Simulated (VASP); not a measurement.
## Ga15CoN16 (a cell with a defect): single point with PBEsol+U

Ga15CoN16 (a cell with a defect):

```
Co Ga N
1.0
     6.38000    0.00000    0.00000
    -3.19000    5.52524    0.00000
     0.00000    0.00000   10.37800
Co Ga N
1 15 16
Direct
  0.33333 0.16667 0.00000
  0.33333 0.16667 0.50000
  0.33333 0.66667 0.00000
  0.33333 0.66667 0.50000
  0.83333 0.16667 0.00000
  0.83333 0.16667 0.50000
  0.83333 0.66667 0.00000
  0.83333 0.66667 0.50000
  0.16667 0.33333 0.25000
  0.16667 0.33333 0.75000
  0.16667 0.83333 0.25000
  0.16667 0.83333 0.75000
  0.66667 0.33333 0.25000
  0.66667 0.33333 0.75000
  0.66667 0.83333 0.25000
  0.66667 0.83333 0.75000
  0.33333 0.16667 0.18750
  0.33333 0.16667 0.68750
  0.33333 0.66667 0.18750
  0.33333 0.66667 0.68750
  0.83333 0.16667 0.18750
  0.83333 0.16667 0.68750
  0.83333 0.66667 0.18750
  0.83333 0.66667 0.68750
  0.16667 0.33333 0.43750
  0.16667 0.33333 0.93750
  0.16667 0.83333 0.43750
  0.16667 0.83333 0.93750
  0.66667 0.33333 0.43750
  0.66667 0.33333 0.93750
  0.66667 0.83333 0.43750
  0.66667 0.83333 0.93750
```

```
Program                : VASP 6.6.1
Task                   : single point
Functional             : PBEsol
Potentials or basis    : VASP PAW PBE potentials, release 64 (Co, Ga_d, N)
Cutoff                 : 450 eV
k mesh                 : 3 × 3 × 2
Occupations            : gaussian, width 0.03 eV
Spin                   : collinear spin, zero start
Fixed moment           : 0 μB
Hubbard terms          : Co d U = 4 eV
Dq                     : 0
Further INCAR settings : LREAL = Auto; ALGO = Normal; EDIFF = 1e-05
```

```
Largest force                                         : 0.881 eV/Å
Net moment                                            : 0.00 μB per cell
Valence electrons inside the program's atomic spheres : Co 8.30; Ga 11.87; N 3.68, 3.71, 3.67, 3.72
```

Forces in eV/Å, atoms in the order of the input:
```
Co   0.000  0.000 -0.380
Ga   0.000  0.000 -0.093
Ga   0.107  0.062  0.004
Ga   0.027  0.016 -0.153
Ga   0.000 -0.124  0.004
Ga   0.000 -0.031 -0.153
Ga  -0.107  0.062  0.004
Ga  -0.027  0.016 -0.153
Ga  -0.063  0.036 -0.340
Ga   0.042 -0.024 -0.108
Ga   0.000 -0.073 -0.340
Ga   0.000  0.048 -0.108
Ga   0.063  0.036 -0.340
Ga  -0.042 -0.024 -0.108
Ga   0.000  0.000 -0.219
Ga   0.000  0.000 -0.001
N    0.000  0.000 -0.881
N    0.000  0.000  0.053
N   -0.024 -0.014  0.153
N    0.001  0.001  0.101
N    0.000  0.028  0.153
N    0.000 -0.002  0.101
N    0.024 -0.014  0.153
N   -0.001  0.001  0.101
N    0.021 -0.012  0.147
N    0.373 -0.215  0.638
N    0.000  0.024  0.147
N    0.000  0.431  0.638
N   -0.021 -0.012  0.147
N   -0.373 -0.215  0.638
N    0.000  0.000  0.166
N    0.000  0.000  0.030
```

Eigenvalues of the final occupation matrices:
```tsv
site	spin	trace	eigenvalues
site 1 d	1	3.70	0.35 0.71 0.71 0.96 0.96
site 1 d	2	3.69	0.35 0.71 0.71 0.96 0.96
```

It took 7.6 min on 4 MPI ranks on AMD EPYC 9R45 (Zen 5) (shared host), peak memory 0.77 GiB a rank.

Caveat: the k mesh is coarse (spacing up to 0.38 Å⁻¹), so the values aren't converged; the PAW data sets were made with another functional, which shifts forces and pressure a little; the cell's inner coordinates are idealised or old, which leaves forces on the atoms; the total moment is fixed, so each spin has its own Fermi level. The state reached can hang on the start; a lower one may exist.
